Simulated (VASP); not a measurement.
Write the native input for VASP 6.6.1 that does the following.

* Task: band structure
* Functional: PBE
* Potentials or basis: VASP PAW PBE potentials, release 64 (Ti, N)
* Cutoff: 520 eV
* k mesh: 12 × 12 × 12
* Occupations: gaussian, width 0.02 eV
* Spin: no spin polarisation
* Further INCAR settings: ALGO = Normal; EDIFF = 1e-07

The structure of TiN lies in POSCAR:

```
TiN                                     
1.0
    0.0000000000      2.1276636383      2.1276636383
    2.1276636383      0.0000000000      2.1276636383
    2.1276636383      2.1276636383      0.0000000000
  Ti              N             
     1     1
Direct
     0.0000000000000000    0.0000000000000000    0.0000000000000000
     0.5000000000000000    0.5000000000000000    0.5000000000000000
```

The input as run:

INCAR

```
SYSTEM = TiN
  PREC = Accurate
  ENCUT = 520
  EDIFF = 1E-7
  ISMEAR = 0
  SIGMA = 0.02
  LREAL = .FALSE.
  LASPH = .TRUE.
  NELM = 80
  ALGO = Normal
  ISIF = 2
  LWAVE = .FALSE.
  LCHARG = .FALSE.
  LMAXMIX = 4
  GGA = PE
```

KPOINTS

```
regular mesh
0
G
  12 12 12
  0 0 0
```

KPOINTS_OPT

```
path GXWKGLUWLK,UX
10
line-mode
reciprocal
 0.0000000000  0.0000000000  0.0000000000  G
 0.5000000000  0.0000000000  0.5000000000  X

 0.5000000000  0.0000000000  0.5000000000  X
 0.5000000000  0.2500000000  0.7500000000  W

 0.5000000000  0.2500000000  0.7500000000  W
 0.3750000000  0.3750000000  0.7500000000  K

 0.3750000000  0.3750000000  0.7500000000  K
 0.0000000000  0.0000000000  0.0000000000  G

 0.0000000000  0.0000000000  0.0000000000  G
 0.5000000000  0.5000000000  0.5000000000  L

 0.5000000000  0.5000000000  0.5000000000  L
 0.6250000000  0.2500000000  0.6250000000  U

 0.6250000000  0.2500000000  0.6250000000  U
 0.5000000000  0.2500000000  0.7500000000  W

 0.5000000000  0.2500000000  0.7500000000  W
 0.5000000000  0.5000000000  0.5000000000  L

 0.5000000000  0.5000000000  0.5000000000  L
 0.3750000000  0.3750000000  0.7500000000  K

 0.6250000000  0.2500000000  0.6250000000  U
 0.5000000000  0.0000000000  0.5000000000  X
```

Potentials or basis: VASP PAW PBE potentials, release 64 (Ti, N).

Run with:

```bash
$ cat potpaw_PBE.64/Ti/POTCAR potpaw_PBE.64/N/POTCAR > POTCAR
$ mpirun -np 1 vasp_std > vasp.out
```

Results of the run:

```json
{
  "Pressure": "0.0 GPa",
  "Band gap along the path": "none (metal or under the smearing width)"
}
```

It took 14 s on 1 thread of Intel(R) Xeon(R) Platinum 8488C (Sapphire Rapids), on a shared host, peak memory 0.14 GiB.
